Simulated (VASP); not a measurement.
Computed with LDA (Ceperley-Alder, Perdew-Zunger), VASP's LDA PAW potentials (set 64) (plane waves; VASP 6.6.1).

The input files of a VASP run:

**POSCAR**
```
CaC2
1.0
  3.7987210000   0.0000000000   0.0000000000
  1.8126480000   3.4685610000   0.0000000000
  0.4035520000   0.9868050000   7.0755340000
Ca C
2 4
Cartesian
  2.9379449238   4.1438120749   5.3241270690
  3.0769760762   0.3115539251   1.7514069310
  1.2496032142   1.4485595549   0.4256641254
  4.7653177857   3.0068064451   6.6498698746
  3.0275222470   2.6287236818   3.0704987346
  2.9873987530   1.8266423182   4.0050352654
```

File KPOINTS:
```
Automatic mesh
0
Gamma
7 6 3
0 0 0
```

**INCAR**
```
SYSTEM = CaC2
PREC = Accurate; ENCUT = 400; LREAL = .FALSE.
LASPH = .TRUE.
EDIFF = 1E-6; NELM = 100; ALGO = Normal
ISMEAR = 0; SIGMA = 0.01
ISIF = 2
LWAVE = .FALSE.; LCHARG = .FALSE.
```

POTCAR, in this order: Ca_sv C (LDA.64 set). Program: vasp_std.

The resulting files:

OUTCAR:
```
 ion  position               nearest neighbor table
   1  0.226  0.981  0.752-   4 2.53   6 2.56   6 2.61
   2  0.774  0.019  0.248-   3 2.53   5 2.56   5 2.61
   3  0.131  0.401  0.060-   4 1.23   2 2.53
   4  0.869  0.599  0.940-   3 1.23   1 2.53
   5  0.448  0.634  0.434-   6 1.23   2 2.56   2 2.61
   6  0.552  0.366  0.566-   5 1.23   1 2.56   1 2.61
  LATTYP: Found a triclinic cell.
 ALAT       =     3.9136438497
 B/A-ratio  =     2.7150311865
 C/A-ratio  =     0.9706353327
 COS(alpha) =     0.0216576560
 COS(beta)  =     0.4631612046
 COS(gamma) =     0.6709562868
 Subroutine PRICEL returns:
 Original cell was already a primitive cell.
 Subroutine GETGRP returns: Found  2 space group operations
The static configuration has the point symmetry S_2 .
The dynamic configuration has the point symmetry S_2 .
 Subroutine INISYM returns: Found  2 space group operations
 Subroutine IBZKPT returns following result:
 Found     64 irreducible k-points:

 Following reciprocal coordinates:
            Coordinates               Weight
  0.000000  0.000000  0.000000      1.000000
  0.142857  0.000000 -0.000000      2.000000
  0.285714 -0.000000 -0.000000      2.000000
  0.428571  0.000000 -0.000000      2.000000
  0.000000  0.166667  0.000000      2.000000
  0.142857  0.166667 -0.000000      2.000000
  0.285714  0.166667 -0.000000      2.000000
  0.428571  0.166667 -0.000000      2.000000
 -0.428571  0.166667  0.000000      2.000000
 -0.285714  0.166667  0.000000      2.000000
 -0.142857  0.166667  0.000000      2.000000
  0.000000  0.333333  0.000000      2.000000
  0.142857  0.333333  0.000000      2.000000
  0.285714  0.333333 -0.000000      2.000000
  0.428571  0.333333 -0.000000      2.000000
 -0.428571  0.333333  0.000000      2.000000
 -0.285714  0.333333  0.000000      2.000000
 -0.142857  0.333333 -0.000000      2.000000
  0.000000  0.500000  0.000000      1.000000
  0.142857  0.500000  0.000000      2.000000
  0.285714  0.500000 -0.000000      2.000000
  0.428571  0.500000  0.000000      2.000000
  0.000000  0.000000  0.333333      2.000000
  0.142857  0.000000  0.333333      2.000000
  0.285714 -0.000000  0.333333      2.000000
  0.428571  0.000000  0.333333      2.000000
 -0.428571  0.000000  0.333333      2.000000
 -0.285714  0.000000  0.333333      2.000000
 -0.142857  0.000000  0.333333      2.000000
  0.000000  0.166667  0.333333      2.000000
  0.142857  0.166667  0.333333      2.000000
  0.285714  0.166667  0.333333      2.000000
  0.428571  0.166667  0.333333      2.000000
 -0.428571  0.166667  0.333333      2.000000
 -0.285714  0.166667  0.333333      2.000000
 -0.142857  0.166667  0.333333      2.000000
  0.000000  0.333333  0.333333      2.000000
  0.142857  0.333333  0.333333      2.000000
  0.285714  0.333333  0.333333      2.000000
  0.428571  0.333333  0.333333      2.000000
   k-points           NKPTS =     64   k-points in BZ     NKDIM =     64   number of bands    NBANDS=     22
   number of dos      NEDOS =    301   number of ions     NIONS =      6
   total plane-waves  NPLWV =  37632
   dimension x,y,z NGX =    28 NGY =   28 NGZ =   48
   dimension x,y,z NGXF=    56 NGYF=   56 NGZF=   96
   ions per type =               2   4
   PREC   = accura    normal or accurate (medium, high low for compatibility)
   ISTART =      0    job   : 0-new  1-cont  2-samecut
   ICHARG =      2    charge: 1-file 2-atom 10-const
   ISPIN  =      1    spin polarized calculation?
...
```

### OSZICAR
```
       N       E                     dE             d eps       ncg     rms          rms(c)
DAV:   1     0.264238942788E+03    0.26424E+03   -0.16049E+04  2832   0.129E+03
DAV:   2    -0.281623434181E+02   -0.29240E+03   -0.28550E+03  3446   0.374E+02
DAV:   3    -0.494102351488E+02   -0.21248E+02   -0.21190E+02  4568   0.922E+01
DAV:   4    -0.503152561076E+02   -0.90502E+00   -0.90401E+00  4380   0.173E+01
DAV:   5    -0.503447230490E+02   -0.29467E-01   -0.29466E-01  4040   0.215E+00    0.133E+01
DAV:   6    -0.448072727949E+02    0.55375E+01   -0.15016E+01  3368   0.189E+01    0.638E+00
DAV:   7    -0.443765917466E+02    0.43068E+00   -0.37863E+00  3840   0.912E+00    0.261E+00
DAV:   8    -0.443742970782E+02    0.22947E-02   -0.78971E-01  3344   0.472E+00    0.803E-01
DAV:   9    -0.443507365257E+02    0.23561E-01   -0.17973E-01  3592   0.207E+00    0.191E-01
DAV:  10    -0.443523132161E+02   -0.15767E-02   -0.20205E-02  5018   0.629E-01    0.125E-01
DAV:  11    -0.443523534292E+02   -0.40213E-04   -0.75068E-04  3798   0.132E-01    0.809E-02
DAV:  12    -0.443523309709E+02    0.22458E-04   -0.20171E-04  3570   0.122E-01    0.104E-02
DAV:  13    -0.443523313653E+02   -0.39437E-06   -0.17712E-05  4856   0.287E-02    0.446E-03
DAV:  14    -0.443523313656E+02   -0.33879E-09   -0.11473E-06  2404   0.904E-03
   1 F= -.44352331E+02 E0= -.44352331E+02  d E =-.822206E-42
```

**OUTCAR**
```
------------------------ aborting loop because EDIFF is reached ----------------------------------------
  FORCE on cell =-STRESS in cart. coord.  units (eV):
  Direction    XX          YY          ZZ          XY          YZ          ZX
  --------------------------------------------------------------------------------------
  Total       -1.0405016     -0.3426329      0.6300587     -0.4622025     -1.7487243      0.7242218
  in kB      -17.8816412     -5.8883512     10.8279355     -7.9432261    -30.0528706     12.4461845
  external PRESSURE =      -4.3140190 kB  Pullay stress =       0.0000000 kB
  volume of cell :       93.23
      direct lattice vectors                 reciprocal lattice vectors
     3.798721000  0.000000000  0.000000000     0.263246498 -0.137570952  0.004172413
     1.812648000  3.468561000  0.000000000     0.000000000  0.288303997 -0.040208955
     0.403552000  0.986805000  7.075534000     0.000000000  0.000000000  0.141332089
 POSITION                                       TOTAL-FORCE (eV/Angst)
 -----------------------------------------------------------------------------------
      2.93794      4.14381      5.32413        -0.005544     -0.000122      0.000204
      3.07698      0.31155      1.75141         0.005544      0.000122     -0.000204
      1.24960      1.44856      0.42566         0.857555     -0.715467      1.098259
      4.76532      3.00681      6.64987        -0.857555      0.715467     -1.098259
      3.02752      2.62872      3.07050         0.045143      1.045978     -1.207727
      2.98740      1.82664      4.00504        -0.045143     -1.045978      1.207727
 -----------------------------------------------------------------------------------
    total drift:                               -0.000000      0.000000     -0.000000
  FREE ENERGIE OF THE ION-ELECTRON SYSTEM (eV)
  ---------------------------------------------------
  free  energy   TOTEN  =       -44.3523313656 eV

  energy  without entropy=      -44.3523313656  energy(sigma->0) =      -44.35233137
```
(Selected blocks of OUTCAR.)

At this cut-off the stress carries a Pulay error, which pulls relaxed volumes low.

The structure comes from a computed database's CaC2 entry; how it stands against other phases isn't given here. The cell was not relaxed at this level, and its volume differs by -5.9 % from the start's.
